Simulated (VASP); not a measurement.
```xyz
4
Lattice="5.0320 2.5098 2.5098 2.5098 5.0320 2.5098 2.5098 2.5098 5.0320" Properties=species:S:1:pos:R:3 pbc="T T T"
Mn     0.0000     0.0000     0.0000
Mn     5.0258     5.0258     5.0258
S      2.5129     2.5129     2.5129
S      7.5386     7.5386     7.5386
```
Starting moments (μB, in the order of the record's atoms Mn Mn S S): 4.0 -4.0 0.0 0.0.

Level of theory: PBEsol GGA, VASP's PBE PAW potentials (set 64) (plane waves; VASP 6.6.1). Settings: 520 eV cut-off, Gaussian smearing of 0.050 eV, potentials Mn_pv S.

Problem. Give the spin-up energies of bands 9 to 22 at the high-symmetry points, in eV from the valence-band maximum.

Solution. 
```json
[
 {"band": "9", "Γ": "-7.21", "T": "-5.25", "H2": "-6.22", "L": "-6.43", "S0": "-6.29", "F": "-7.22"},
 {"band": "10", "Γ": "-4.52", "T": "-4.70", "H2": "-6.15", "L": "-6.12", "S0": "-5.90", "F": "-6.15"},
 {"band": "11", "Γ": "-4.52", "T": "-4.25", "H2": "-5.31", "L": "-5.08", "S0": "-5.58", "F": "-4.48"},
 {"band": "12", "Γ": "-2.86", "T": "-4.25", "H2": "-5.19", "L": "-4.52", "S0": "-5.07", "F": "-4.41"},
 {"band": "13", "Γ": "-2.86", "T": "-2.94", "H2": "-4.32", "L": "-4.45", "S0": "-4.41", "F": "-3.42"},
 {"band": "14", "Γ": "-2.66", "T": "-2.94", "H2": "-4.12", "L": "-3.57", "S0": "-4.13", "F": "-3.39"},
 {"band": "15", "Γ": "-1.62", "T": "-2.83", "H2": "-2.50", "L": "-2.83", "S0": "-2.50", "F": "-3.28"},
 {"band": "16", "Γ": "-1.62", "T": "-2.83", "H2": "-2.29", "L": "-2.43", "S0": "-2.30", "F": "-2.43"},
 {"band": "17", "Γ": "-1.58", "T": "-2.26", "H2": "-2.23", "L": "-2.15", "S0": "-2.19", "F": "-2.23"},
 {"band": "18", "Γ": "-1.50", "T": "0.00", "H2": "-1.07", "L": "-0.69", "S0": "-1.12", "F": "-1.14"},
 {"band": "19", "Γ": "-1.50", "T": "0.00", "H2": "-0.74", "L": "-0.67", "S0": "-0.75", "F": "-0.53"},
 {"band": "20", "Γ": "0.90", "T": "0.78", "H2": "1.13", "L": "0.34", "S0": "1.09", "F": "0.47"},
 {"band": "21", "Γ": "0.90", "T": "0.78", "H2": "1.16", "L": "1.48", "S0": "1.25", "F": "1.56"},
 {"band": "22", "Γ": "1.05", "T": "0.86", "H2": "1.53", "L": "1.67", "S0": "1.49", "F": "1.68"}
]
```

Problem. Give the spin-down energies of bands 9 to 22 at the high-symmetry points, in eV from the valence-band maximum.

Solution. 
```
band      Γ      T     H2      L     S0      F
----  -----  -----  -----  -----  -----  -----
9     -7.21  -5.25  -6.22  -6.43  -6.29  -7.22
10    -4.52  -4.70  -6.15  -6.12  -5.90  -6.15
11    -4.52  -4.25  -5.31  -5.08  -5.58  -4.48
12    -2.86  -4.25  -5.19  -4.52  -5.07  -4.41
13    -2.86  -2.94  -4.32  -4.45  -4.41  -3.42
14    -2.66  -2.94  -4.12  -3.57  -4.13  -3.39
15    -1.62  -2.83  -2.50  -2.83  -2.50  -3.28
16    -1.62  -2.83  -2.29  -2.43  -2.30  -2.43
17    -1.58  -2.26  -2.23  -2.15  -2.19  -2.23
18    -1.50   0.00  -1.07  -0.69  -1.12  -1.14
19    -1.50   0.00  -0.74  -0.67  -0.75  -0.53
20     0.90   0.78   1.13   0.34   1.09   0.47
21     0.90   0.78   1.16   1.48   1.25   1.56
22     1.05   0.86   1.53   1.67   1.49   1.68
```

The gap is indirect, 0.34 eV, from the valence maximum at T to the conduction minimum at L.

The compound is MnS in the rock salt, AFM-II order structure. It was relaxed first, which changed the volume by -10 %.
